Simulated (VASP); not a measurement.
Crystal: Au.

```xyz
1
Lattice="0.0000 2.0350 2.0350 2.0350 0.0000 2.0350 2.0350 2.0350 0.0000" Properties=species:S:1:pos:R:3 pbc="T T T"
Au    0.0000    0.0000    0.0000
```

| Property | Result |
| --- | --- |
| Program | VASP 6.6.1 |
| Task | relaxation of cell and atoms |
| Functional | PBE |
| Dispersion | D3(BJ) |
| Potentials or basis | VASP PAW PBE potentials, release 64 (Au) |
| Cutoff | 600 eV |
| k mesh | 18 × 18 × 18 |
| Occupations | methfessel-paxton, width 0.1 eV |
| Spin | no spin polarisation |

At the start: pressure 4.1 GPa; volume 16.85 Å³/atom.

Problem. Where does the relaxation end?

Solution. Over 3 steps the energy falls by 4.9 meV/atom and the volume is 17.25 Å³/atom (+2.4 %); space group Fm-3m (No. 225, to 0.05 Å).

Step by step:
```csv
step,energy change (eV),largest force (eV/Å),pressure (GPa),volume (Å³)
1,0.0000,0.0000,4.07,16.85
2,0.0075,0.0000,-5.63,17.92
3,-0.0049,0.0000,-0.03,17.25
```

Final structure:
```yaml
crystal:
  lattice:
    - [0.00000, 2.05087, 2.05087]
    - [2.05087, 0.00000, 2.05087]
    - [2.05087, 2.05087, 0.00000]
  atoms:
    - { symbol: Au, position: [0.00000, 0.00000, 0.00000] }
```

Caveat: pairwise dispersion overbinds metals, which lowers pressure and volume.
